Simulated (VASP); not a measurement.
OSZICAR of a VASP run on C (space group Fd-3m):

OSZICAR:
```
       N       E                     dE             d eps       ncg     rms          rms(c)
DAV:   1    -0.289182830285E+01   -0.28918E+01   -0.53005E+03  1768   0.993E+02
DAV:   2    -0.217871783364E+02   -0.18895E+02   -0.18558E+02  2720   0.119E+02
DAV:   3    -0.218822386014E+02   -0.95060E-01   -0.95060E-01  1728   0.108E+01
DAV:   4    -0.218823551590E+02   -0.11656E-03   -0.11656E-03  2456   0.407E-01
DAV:   5    -0.218823551893E+02   -0.30228E-07   -0.30228E-07  1704   0.441E-03    0.515E+00
DAV:   6    -0.193806267854E+02    0.25017E+01   -0.33397E-01  2056   0.634E+00    0.426E+00
DAV:   7    -0.222459341446E+02   -0.28653E+01   -0.14087E+00  1960   0.894E+00    0.101E+00
DAV:   8    -0.194096203388E+02    0.28363E+01   -0.42098E-01  1832   0.571E+00    0.111E+00
DAV:   9    -0.195688732771E+02   -0.15925E+00   -0.27064E-02  1896   0.214E+00    0.179E-01
DAV:  10    -0.195791741075E+02   -0.10301E-01   -0.71915E-03  2136   0.979E-01    0.171E-01
DAV:  11    -0.195785887679E+02    0.58534E-03   -0.10365E-04  1688   0.115E-01    0.144E-01
DAV:  12    -0.195810489226E+02   -0.24602E-02   -0.56569E-04  1664   0.304E-01    0.223E-02
DAV:  13    -0.195810852760E+02   -0.36353E-04   -0.12129E-05  2352   0.477E-02    0.160E-02
DAV:  14    -0.195810867828E+02   -0.15068E-05   -0.94906E-07  1680   0.113E-02    0.223E-02
DAV:  15    -0.195810861001E+02    0.68272E-06   -0.10819E-06  2048   0.114E-02    0.330E-03
DAV:  16    -0.195810863103E+02   -0.21023E-06   -0.73665E-08  1104   0.305E-03    0.338E-04
DAV:  17    -0.195810864373E+02   -0.12700E-06   -0.59832E-09   832   0.109E-03    0.204E-04
DAV:  18    -0.195810864519E+02   -0.14547E-07   -0.42788E-09   832   0.796E-04
   1 F= -.19581086E+02 E0= -.19581086E+02  d E =0.000000E+00
       N       E                     dE             ncg
```

Question: Which electronic solver shows in the log?

Answer: It is blocked Davidson (ALGO = Normal, or the opening steps of other solvers). The INCAR had ALGO = Normal.

Question: Can the final energy be trusted as converged?

Answer: The run converged. It stopped with EDIFF = 1E-7, NELM = 100 (r2SCAN+rVV10, plane waves, VASP's PBE PAW potentials (set 64)).

The structure comes from a measured C entry (Fd-3m) of the Crystallography Open Database, whose conditions weren't checked. It was relaxed first.
